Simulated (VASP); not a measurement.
Data:

```xyz
6
Lattice="1.7661 -3.0590 0.0000 1.7661 3.0590 0.0000 0.0000 0.0000 14.0373" Properties=species:S:1:pos:R:3 pbc="T T T"
Te     1.7661     1.0197    12.3436
Te     1.7661    -1.0197     5.3249
Te     1.7661    -1.0197     1.6937
Te     1.7661     1.0197     8.7124
Mo     1.7661     1.0197     3.5093
Mo     1.7661    -1.0197    10.5280
```

Computed with optB86b-vdW, VASP's PBE PAW potentials (set 64) (plane waves; VASP). Numerical set-up: 520 eV cut-off, 7×7×2 Γ-centred mesh, Gaussian smearing of 0.050 eV, potentials Te Mo_sv.

### Question
Predict the energy per atom (σ→0).

### Answer

```
Item                            Value
---------------------  --------------
energy per atom (σ→0)  -3.863 eV/atom
```

Total energies compare only between runs with the same potentials, cut-off and functional.

The compound is MoTe2 in the 2H layered structure. It was relaxed first. The start is the result of an earlier pass.
